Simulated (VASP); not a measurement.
These are PBE GGA, VASP's PBE PAW potentials (set 64) (plane waves; VASP) values and carry that method's errors.

The input files of a VASP run:

KPOINTS:
```
Automatic mesh
0
Gamma
5 5 5
0 0 0
```

### INCAR
```
ALGO  =  Normal
EDIFF  =  1E-6
EDIFFG  =  -0.02
ENCUT  =  500
GGA  =  PE
IBRION  =  2
ISIF  =  3
ISMEAR  =  0
LASPH  =  T
LCHARG  =  F
LMAXMIX  =  4
LREAL  =  F
LWAVE  =  F
NELM  =  100
NSW  =  40
PREC  =  Accurate
PSTRESS  =  100
SIGMA  =  0.05
SYSTEM  =  CdGeAs2
```

POSCAR:
```
CdGeAs2
1
   -2.9520794838     2.9520794838     5.5846233709
    2.9520794838    -2.9520794838     5.5846233709
    2.9520794838     2.9520794838    -5.5846233709
Cd Ge As
2 2 4
Direct
  0.0000000000   0.0000000000   0.0000000000
  0.7500000000   0.2500000000   0.5000000000
  0.5000000000   0.5000000000   0.0000000000
  0.2500000000   0.7500000000   0.5000000000
  0.8750000000   0.8487237973   0.4737237973
  0.1512762027   0.6250000000   0.0262762027
  0.3750000000   0.4012762027   0.5262762027
  0.5987237973   0.1250000000   0.9737237973
```

POTCAR, in this order: Cd Ge_d As (PBE.64 set). Program: vasp_std.

Q: What will the output report for the number of irreducible k-points (NKPTS), largest plane-wave count, number of space-group operations, FFT grid (NGX, NGY, NGZ)?

A: 
The number of irreducible k-points (NKPTS) is 18 and the largest plane-wave count is 4966. The number of space-group operations is 8 and the FFT grid (NGX, NGY, NGZ) is 54 × 54 × 54.

The compound is CdGeAs2 in the chalcopyrite structure. This run relaxes it under an external pressure of 10 GPa. Symmetry was kept, so distortions that lower it aren't found.
